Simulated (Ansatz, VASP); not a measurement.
**Two plane-wave programs on MgAuI3**

```xyz
5
Lattice="5.6715 0.0000 0.0000 0.0000 5.6715 0.0000 0.0000 0.0000 5.6715" Properties=species:S:1:pos:R:3 pbc="T T T"
Mg    2.8358    2.8358    2.8358
Au    0.0000    0.0000    0.0000
I     2.8358    0.0000    0.0000
I     0.0000    2.8358    0.0000
I     0.0000    0.0000    2.8358
```

The cell was built by a generator and needn't be a form met in nature.

Alike in both runs: task single point; functional PBE; k mesh 8 × 8 × 8; occupations gaussian, width 0.1 eV; no spin polarisation.

|  | VASP | Ansatz |
| --- | --- | --- |
| version | VASP 6.6.1 | Ansatz 0.2.0 |
| potentials or method | VASP PAW PBE potentials, release 64 (Mg, Au, I) | scalar-relativistic, plane waves, PAW |
| plane-wave cutoff (eV) | 520 | 420 |
| valence electrons in the cell | 34 | 80 |

Ansatz gave:

| Quantity | Value |
| --- | --- |
| gap on the k mesh at the Fermi level (eV) | none |
| pressure (GPa) | 0.0 |

Estimate VASP's values.

gap on the k mesh at the Fermi level (eV): none; pressure (GPa): -0.1.

A gap of «none» marks a metal or a gap that the smearing closes. With one functional, cell and mesh, what is left measures potentials, basis and numerics. The two sets of potentials don't hold the same shells in valence.

The runs have no spin-orbit coupling, so splittings on Au, I are missing.
